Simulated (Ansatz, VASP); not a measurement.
# Cross-check of LaIrS3 between VASP and Ansatz

Aim: how closely do two programs agree when they are given the same cell, functional and k mesh? The cell is generated by rule, not measured, and may not be a known phase. The cell is taken from a series of runs on this material, whose earlier steps may have relaxed, scaled, displaced or heated it; both programs get it as it stands.

Calculated with Ansatz 0.2.0; plane waves, with VASP 6.6.1 beside it; zone-centre phonons at PBEsol.

The structure was built from a prototype and need not be the compound's stable phase.

## Step 1: The starting structure

The structure is cubic, space group Pm-3m (No. 221). The conventional cell has a = 4.634 Å, b = 4.634 Å, c = 4.634 Å, α = 90.00°, β = 90.00°, γ = 90.00°. Nearest to La lie 12 S at 3.28 Å. Nearest to Ir lie 6 S at 2.32 Å. Nearest to S lie 2 Ir at 2.32 Å and 4 La at 3.28 Å. Farther neighbours and most contacts between anions are not listed.

## Step 2: Ansatz: zone-centre phonons, PBEsol

Ansatz runs on norm-conserving files, of PseudoDojo where its log says so.

Second derivatives magnify differences that forces hide, and they need a tight electronic threshold.

Input file input.yaml:

```yaml
crystal:
  lattice:
    - [4.6342572702, 0.0, 0.0]
    - [0.0, 4.6342572702, 0.0]
    - [0.0, 0.0, 4.6342572702]
  atoms:
    - { symbol: La, position: [0.0, 0.0, 0.0] }
    - { symbol: Ir, position: [0.5, 0.5, 0.5] }
    - { symbol: S, position: [0.5, 0.5, 0.0] }
    - { symbol: S, position: [0.0, 0.5, 0.5] }
    - { symbol: S, position: [0.5, 0.0, 0.5] }
kpoints:
  mp_grid: { grid: [8, 8, 8] }
hamiltonian:
  xc: pbesol
  pseudopotentials: { kind: nc, accuracy: standard }
scf:
  occupations: { method: methfessel_paxton, width: 0.2 }
output:
  eigenvalues: true
phonons:
  method: dfpt
```

Command:

```
$ ansatz run input.yaml --threads 8 --pin off --max-ram 14336MiB --backend cpu --events-out ev --progress --plain --runs-dir out
```

Numbers of over 12 decimals in the logs are rounded to 6 here.

Log:

```text
zone centre: on kpoints.mp_grid the ground state, and the responses unless they are solved on pairs of k-points, stand on 125 of the mesh's 512 k-points, reduced under 8 symmetry operations, with k and −k counted as one. Each operation leaves every solved displacement unchanged or reverses it
Engine: ansatz 0.2.0, aarch64-unknown-linux-gnu
Pseudopotentials: kind: nc
Pseudopotential: La, nc, valence charge 11, recommended cutoff 1496.626244 eV (normal), La.nc.azcp (PseudoDojo's, or run here from an input of PseudoDojo's; its table is named by hamiltonian.pseudopotentials.accuracy)
Pseudopotential: Ir, nc, valence charge 17, recommended cutoff 925.187132 eV (normal), Ir.nc.azcp (PseudoDojo's, or run here from an input of PseudoDojo's; its table is named by hamiltonian.pseudopotentials.accuracy)
Pseudopotential: S, nc, valence charge 6, recommended cutoff 707.496042 eV (normal), S.nc.azcp (PseudoDojo's, or run here from an input of PseudoDojo's; its table is named by hamiltonian.pseudopotentials.accuracy)
Functional definition: PBEsol
  exchange = pbesol_x
  correlation = pbesol_c
Crystal: 5 atoms, lattice volume = 99.527 Å³
Basis set: ecut = 1496.626244 eV, 13133 PW (Γ), exchange–correlation on 120×120×120 points (8 copies of the dense FFT grid, shifted against one another)
Bands: 28, of which v1, the nominal top of the filled ones, is band 23 counted from 1 (22 counted from 0)
Symmetry: 48 space group operations
k-points: 125 of 512 (irreducible under 8 space group operations)
Non-local potential: La, projectors of the file, l = 0: 2, l = 1: 2, l = 2: 2, l = 3: 2
Non-local potential: Ir, projectors of the file, l = 0: 2, l = 1: 2, l = 2: 2, l = 3: 2
Non-local potential: S, projectors of the file, l = 0: 2, l = 1: 2, l = 2: 2
Initial density: superposition of atomic densities (chi_scale 0.1, normalization cell, long waves kept (reshape's long-wave potential 0.00 eV rms))
Initial wavefunctions: pseudopotential atomic-orbital guess
Functional: x = pbesol(κ = 0.804, μ = 0.123457), c = pbesol(β = 0.046)
SCF iter   1: F=—  HF=-4990.800849 eV  |F-HF|=—  |Δ(HF+E_count)|=         —  Δρ=4.25e-1  dr2=3.24e2  ethr=3.10e-3  ⟨swp⟩=17.9  Hψ=80389  notcnv=0
automatic band count: the SCF goes on with 33 bands, as 28 were too few: the levels above may hold too much charge
preconditioner: auto → Kerker (q_TF=auto, 2.399 Å⁻¹)  [metal: Δε(μ)=0.004 eV  Ē_g=7.644 eV  σ=0.200 eV  W_gap=0.02  n_scr=26 (ndim 8)  ℏωp=22.3 eV  f_vac=0.000  D(μ)=41.28/eV (n_scr^D=1044)]
SCF iter   2: F=—  HF=-5002.301926 eV  |F-HF|=—  |Δ(HF+E_count)|=    1.15e1  S|Δr|=    0.00e0  Δρ=1.98e-1  dr2=4.63e1  ethr=3.10e-3  ⟨swp⟩=10.8  Hψ=18387  notcnv=0  defer=90
SCF iter   3: F=—  HF=-4992.199449 eV  |F-HF|=—  |Δ(HF+E_count)|=    1.01e1  S|Δr|=    0.00e0  Δρ=1.20e-1  dr2=1.64e1  ethr=3.10e-3  ⟨swp⟩=4.9  Hψ=10458  notcnv=0  defer=264
SCF iter   4: F=—  HF=-4988.224542 eV  |F-HF|=—  |Δ(HF+E_count)|=    3.97e0  S|Δr|=    0.00e0  Δρ=7.74e-2  dr2=7.77e0  ethr=3.10e-3  ⟨swp⟩=4.3  Hψ=9637  notcnv=0  defer=325
SCF iter   5: F=—  HF=-4985.581988 eV  |F-HF|=—  |Δ(HF+E_count)|=    2.64e0  S|Δr|=    0.00e0  Δρ=3.60e-2  dr2=2.15e0  ethr=3.10e-3  ⟨swp⟩=5.8  Hψ=13061  notcnv=0  defer=513
SCF iter   6: F=—  HF=-4985.101802 eV  |F-HF|=—  |Δ(HF+E_count)|=   4.80e-1  S|Δr|=    0.00e0  Δρ=2.30e-2  dr2=8.79e-1  ethr=3.10e-3  ⟨swp⟩=5.5  Hψ=12190  notcnv=0  defer=337
SCF iter   7: F=—  HF=-4984.823008 eV  |F-HF|=—  |Δ(HF+E_count)|=   2.79e-1  S|Δr|=    0.00e0  Δρ=8.24e-3  dr2=1.04e-1  ethr=1.91e-3  ⟨swp⟩=4.9  Hψ=12341  notcnv=0  defer=238
SCF iter   8: F=—  HF=-4984.793488 eV  |F-HF|=—  |Δ(HF+E_count)|=   2.95e-2  S|Δr|=    0.00e0  Δρ=1.07e-3  dr2=9.31e-4  ethr=2.25e-4  ⟨swp⟩=2.7  Hψ=8226  notcnv=0  defer=232
SCF iter   9: F=—  HF=-4984.819379 eV  |F-HF|=—  |Δ(HF+E_count)|=   2.59e-2  S|Δr|=    0.00e0  Δρ=8.21e-3  dr2=1.15e-1  ethr=2.02e-6  ⟨swp⟩=3.6  Hψ=10765  notcnv=0  defer=223
SCF iter  10: F=—  HF=-4984.794832 eV  |F-HF|=—  |Δ(HF+E_count)|=   2.45e-2  S|Δr|=    0.00e0  Δρ=1.95e-3  dr2=5.94e-3  ethr=2.02e-6  ⟨swp⟩=3.8  Hψ=10584  notcnv=0  defer=218
SCF iter  11: F=—  HF=-4984.793297 eV  |F-HF|=—  |Δ(HF+E_count)|=   1.54e-3  S|Δr|=    0.00e0  Δρ=3.68e-4  dr2=2.03e-4  ethr=2.02e-6  ⟨swp⟩=2.1  Hψ=6660  notcnv=0  defer=211
SCF iter  12: F=—  HF=-4984.793241 eV  |F-HF|=—  |Δ(HF+E_count)|=   5.61e-5  S|Δr|=    0.00e0  Δρ=2.62e-5  dr2=8.76e-7  ethr=4.42e-7  ⟨swp⟩=2.1  Hψ=6276  notcnv=0  defer=209
SCF iter  13: F=—  HF=-4984.793141 eV  |F-HF|=—  |Δ(HF+E_count)|=   9.99e-5  S|Δr|=    0.00e0  Δρ=8.25e-6  dr2=1.01e-7  ethr=1.90e-9  ⟨swp⟩=2.4  Hψ=7204  notcnv=0  defer=207
SCF iter  14: F=—  HF=-4984.793141 eV  |F-HF|=—  |Δ(HF+E_count)|=  1.68e-10  S|Δr|=    0.00e0  Δρ=6.24e-6  dr2=6.85e-8  ethr=2.20e-10  ⟨swp⟩=2.1  Hψ=6306  notcnv=0  defer=207
SCF iter  15: F=—  HF=-4984.793141 eV  |F-HF|=—  |Δ(HF+E_count)|=   1.15e-8  S|Δr|=    0.00e0  Δρ=3.41e-6  dr2=1.76e-8  ethr=1.49e-10  ⟨swp⟩=1.3  Hψ=3944  notcnv=0  defer=207
SCF iter  16: F=—  HF=-4984.793141 eV  |F-HF|=—  |Δ(HF+E_count)|=   4.09e-9  S|Δr|=    0.00e0  Δρ=8.50e-7  dr2=9.57e-10  ethr=3.83e-11  ⟨swp⟩=2.4  Hψ=5308  notcnv=0  defer=207
SCF iter  17: F=-4984.793141 eV  HF=-4984.793141 eV  |F-HF|=9.09e-13  |Δ(HF+E_count)|=  2.07e-10  S|Δr|=    0.00e0  Δρ=9.05e-8  dr2=3.88e-12  ethr=1.00e-12  ⟨swp⟩=15.9  Hψ=33312  notcnv=0
SCF 1 converged in 17 iterations: F = -4984.793141 eV  dr2 = 3.88e-12
DFPT response loops at Γ: preconditioner auto → Kerker (q_TF=auto, 2.399 Å⁻¹) (partly filled bands, converged f_vac=0.000); β = 1.00, the filter's whole step (`scf.mixing.beta` (0.50) is not read by the response loops under this deck's `scf.mixing.preconditioner`; to damp them name `kerker` or `kerker_dos`, under which they read `scf.mixing.beta`, and type it under 1.00, their step now; both keys bind the ground state too); Broyden in place of MSR1
SCF converged after 17 iterations
Stability not checked: this state was not tested for a lower state beside it, because cold or Methfessel-Paxton smearing, or corrected tetrahedra, fill the levels in a way that the test cannot read (fill_not_monotonic; see scf.lower_state_search)
Free energy (F): -4984.793141 eV
Harris-Foulkes:  -4984.793141 eV  (|F-HF|=9.09e-13)
Internal energy: -4984.794163 eV  (E = F + TS)
E sigma→0 (E₀):  -4984.793397 eV
Entropy (-TS):   0.001022 eV (0.204 meV/atom)
Fermi energy:    11.680640 eV
--- Per-component energies (eV) ---
  E_band       = -259.671665
  E_kinetic    = 1437.610113
  E_local      = -3445.499259  (includes V_loc(G=0)·N_el)
  E_nonlocal   = 384.396877
  E_hartree    = 1104.050061
  E_xc         = -1070.937567
  E_vxc        = -844.279532  (∫ρ·V_xc dr)
  E_ewald      = -3394.414388
  E_smearing   = 0.001022  (= −TS)
  E_closure    = 0.000000  (closes the sum)
  Σ components = -4984.793141   (vs F -4984.793141, Δ=0.00e0)
--- Band table (eV; the first three rows and the last of 125) ---
  k-point 0: bands = [... 19 lower, 9.7429, 10.5191, 10.5191, 10.9689, 10.9689, 10.9689, 13.1442, 13.1442, ... 6 higher]
  k-point 1: bands = [... 19 lower, 10.0131, 10.0131, 10.5991, 11.0146, 11.0146, 11.5643, 13.3052, 13.3841, ... 6 higher]
  k-point 2: bands = [... 19 lower, 10.2465, 10.2465, 10.6776, 11.3076, 11.3076, 12.1091, 13.4678, 13.6402, ... 6 higher]
  k-point 124: bands = [... 19 lower, 11.4081, 11.8994, 11.8994, 11.8994, 13.6547, 13.6547, 13.6547, 13.7123, ... 6 higher]
--- Phonons (Γ-DFPT): 4 representative perturbations + reference, on 125 of 512 k-points (Σ response iterations 15) ---
  k mesh reduced under 8 symmetry operations, with k and −k counted as one. Each operation leaves every solved displacement unchanged or reverses it
  ASR residual: 4.026e-4 → 0.000e0 eV/Å²; symmetrization residual: 9.157e-6 eV/Å²
  ASR residual per site (eV/Å²): 1.14e-4 4.03e-4 3.08e-5 3.08e-5 3.08e-5
  Γ frequencies (cm⁻¹): -194.57 -194.57 -194.57 -188.58 -188.58 -188.58 -44.07 -44.07 -44.07 0.00 0.00 0.00 368.81 368.81 368.81
  non-analytic LO–TO correction: not included (Born effective charges unavailable; polar crystals: no LO–TO splitting at Γ)
```

The column dr2 measures how far the density is from self-consistency, as an energy; F and HF (Harris–Foulkes) agree once it is small.

(Continued in part 2 of 3.)

[Lines on the potential files, build, host, timing and source positions are cut from VASP's logs without a mark.]

[Logs are printed without paths, hosts, clocks, repeated set-up lines and the standing remarks that a program may print on its own settings, such as how far it seeks lower states.]

[Hosts, paths, dates, database ids (printed as entryN), source tags and the programs' standing remarks are cut or masked in the printed files.]
